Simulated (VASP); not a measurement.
Energy against volume of CuZn (CsCl type). Level of theory: revPBE GGA, VASP's PBE PAW potentials (set 64) (plane waves; VASP). Settings: 520 eV cut-off, 12×12×12 Γ-centred mesh, first-order Methfessel-Paxton smearing of 0.10 eV, potentials Zn Cu.

```csv
V (Å³/atom),E (eV/atom)
12.624,-2.14516
13.027,-2.15944
13.430,-2.16426
13.833,-2.16116
```

Fit these four points and predict the energy of the run at 14.236 Å³/atom.

A cubic in V^(−2/3), the third-order Birch-Murnaghan form, passes through the four points with V0 = 13.46 Å³/atom and B0 = 103 GPa, and gives -2.1514 eV/atom there. The run gave -2.1515 eV/atom, -0.1 meV/atom from the fit; all five points give B0 = 103 GPa.

The compound is CuZn in the CsCl type structure. It was relaxed first.
